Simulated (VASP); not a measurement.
**HfTe (relaxed from the zinc blende structure, space group F-43m): computed properties**

These are PBEsol GGA, VASP's PBE PAW potentials (set 64) (plane waves; VASP) values and carry that method's errors.

```
Item                                                                                                       Value
----------------------------------  ----------------------------------------------------------------------------
space group                                                                                          F-43m (216)
cell                                a = 6.3646 Å, b = 6.3646 Å, c = 6.3646 Å, α = 90.00°, β = 90.00°, γ = 90.00°
volume per atom                                                                                   32.23 Å^3/atom
band gap (over mesh and band path)                                      none (metal, semimetal or under 0.01 eV)
density                                                                                               7.89 g/cm³
```

```cif
data_HfTe
_chemical_formula_sum 'Hf1 Te1'
_space_group_name_H-M_alt 'P 1'
_space_group_IT_number 1
_cell_length_a 4.50044
_cell_length_b 4.50044
_cell_length_c 4.50044
_cell_angle_alpha 60.000
_cell_angle_beta 60.000
_cell_angle_gamma 60.000
loop_
_space_group_symop_operation_xyz
  'x, y, z'
loop_
_atom_site_label
_atom_site_type_symbol
_atom_site_fract_x
_atom_site_fract_y
_atom_site_fract_z
_atom_site_occupancy
Hf1 Hf 0.00000 0.00000 0.00000 1
Te1 Te 0.25000 0.25000 0.25000 1
```

Unless said otherwise, spin-orbit coupling is left out, though it shifts the bands of the heavy elements here.

The structure was generated: HfTe was put into the zinc blende type (F-43m), which need not be its known phase. It was relaxed first, which changed the volume by -32 %. Symmetry was kept, so distortions that lower it aren't found.
